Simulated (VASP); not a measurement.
Output of a VASP run:

**OSZICAR**
```
       N       E                     dE             d eps       ncg     rms          rms(c)
DAV:   1     0.265029930294E+03    0.26503E+03   -0.15628E+04   248   0.123E+03
DAV:   2    -0.382698086221E+02   -0.30330E+03   -0.29538E+03   248   0.331E+02
DAV:   3    -0.597057904106E+02   -0.21436E+02   -0.20982E+02   299   0.102E+02
DAV:   4    -0.605425038293E+02   -0.83671E+00   -0.82542E+00   328   0.189E+01
DAV:   5    -0.605881586252E+02   -0.45655E-01   -0.45650E-01   330   0.375E+00    0.269E+01
DAV:   6    -0.659600781571E+02   -0.53719E+01   -0.18621E+02   349   0.142E+02    0.263E+01
DAV:   7    -0.545324642906E+02    0.11428E+02   -0.64752E+01   340   0.995E+01    0.762E+00
DAV:   8    -0.546121576014E+02   -0.79693E-01   -0.34041E+00   284   0.108E+01    0.255E+00
DAV:   9    -0.545409204263E+02    0.71237E-01   -0.27288E-01   385   0.532E+00    0.102E+00
DAV:  10    -0.545350604507E+02    0.58600E-02   -0.13577E-02   346   0.788E-01    0.223E-01
DAV:  11    -0.545346201161E+02    0.44033E-03   -0.27782E-03   392   0.491E-01    0.830E-02
DAV:  12    -0.545345898131E+02    0.30303E-04   -0.17337E-04   321   0.134E-01    0.361E-02
DAV:  13    -0.545345806157E+02    0.91974E-05   -0.45937E-05   392   0.397E-02    0.165E-02
DAV:  14    -0.545345803079E+02    0.30778E-06   -0.34859E-06   249   0.194E-02
   1 F= -.54534580E+02 E0= -.54505818E+02  d E =-.575250E-01
```

OUTCAR:
```
------------------------ aborting loop because EDIFF is reached ----------------------------------------
  FORCE on cell =-STRESS in cart. coord.  units (eV):
  Direction    XX          YY          ZZ          XY          YZ          ZX
  --------------------------------------------------------------------------------------
  Total       -0.3915897     -0.3915897     -0.3915897      0.0000000      0.0000000     -0.0000000
  in kB       -7.1631863     -7.1631863     -7.1631863      0.0000000      0.0000000     -0.0000000
  external PRESSURE =      -7.1631863 kB  Pullay stress =       0.0000000 kB
  volume of cell :       87.59
      direct lattice vectors                 reciprocal lattice vectors
     4.440977000  0.000000000  0.000000000     0.225175676  0.000000000  0.000000000
     0.000000000  4.440977000  0.000000000     0.000000000  0.225175676  0.000000000
     0.000000000  0.000000000  4.440977000     0.000000000  0.000000000  0.225175676
 POSITION                                       TOTAL-FORCE (eV/Angst)
 -----------------------------------------------------------------------------------
      3.79304      2.86843      1.57255         0.055251     -0.055251      0.055251
      2.86843      1.57255      3.79304        -0.055251      0.055251      0.055251
      1.57255      3.79304      2.86843         0.055251      0.055251     -0.055251
      0.64794      0.64794      0.64794        -0.055251     -0.055251     -0.055251
      0.69519      1.52530      2.91568         0.018686     -0.018686      0.018686
      1.52530      2.91568      0.69519        -0.018686      0.018686      0.018686
      2.91568      0.69519      1.52530         0.018686      0.018686     -0.018686
      3.74579      3.74579      3.74579        -0.018686     -0.018686     -0.018686
 -----------------------------------------------------------------------------------
    total drift:                                0.000002      0.000002      0.000000
  FREE ENERGIE OF THE ION-ELECTRON SYSTEM (eV)
  ---------------------------------------------------
  free  energy   TOTEN  =       -54.5345803079 eV

  energy  without entropy=      -54.4770553247  energy(sigma->0) =      -54.50581782
```
(Selected blocks of OUTCAR.)

### POSCAR
```
CoSi
1
    4.4409770000     0.0000000000     0.0000000000
    0.0000000000     4.4409770000     0.0000000000
    0.0000000000     0.0000000000     4.4409770000
Co Si
4 4
Direct
  0.8541000000   0.6459000000   0.3541000000
  0.6459000000   0.3541000000   0.8541000000
  0.3541000000   0.8541000000   0.6459000000
  0.1459000000   0.1459000000   0.1459000000
  0.1565400000   0.3434600000   0.6565400000
  0.3434600000   0.6565400000   0.1565400000
  0.6565400000   0.1565400000   0.3434600000
  0.8434600000   0.8434600000   0.8434600000
```

Q: Write an INCAR and KPOINTS that could have produced this output.

A: This is not unique; one that fits is the input of the run itself, PBE GGA, plane waves, VASP's PBE PAW potentials (set 64).

INCAR:
```
ALGO=Normal
EDIFF=1E-6
ENCUT=300
GGA=PE
ISIF=2
ISMEAR=0
LASPH=.TRUE.
LCHARG=.FALSE.
LMAXMIX=4
LREAL=.FALSE.
LWAVE=.FALSE.
NELM=100
PREC=Accurate
SIGMA=0.1
SYSTEM=CoSi
```

**KPOINTS**
```
kpoints
0
gamma
2 2 2
0 0 0
```

POTCAR, in this order: Co Si (PBE.64 set). Program: vasp_std.

At this cut-off the stress carries a Pulay error, which pulls relaxed volumes low.

The structure comes from a computed database's CoSi entry; how it stands against other phases isn't given here. The cell was not relaxed at this level. The k-mesh is coarse (spacing up to 0.71 per Å, 2π included), so the numbers may not be converged in it. The run is one of a series of settings (KPOINTS 2×2×2 Γ-centred mesh against the base run), some of them coarse on purpose. The run is not spin-polarised, so no magnetic state was tried.
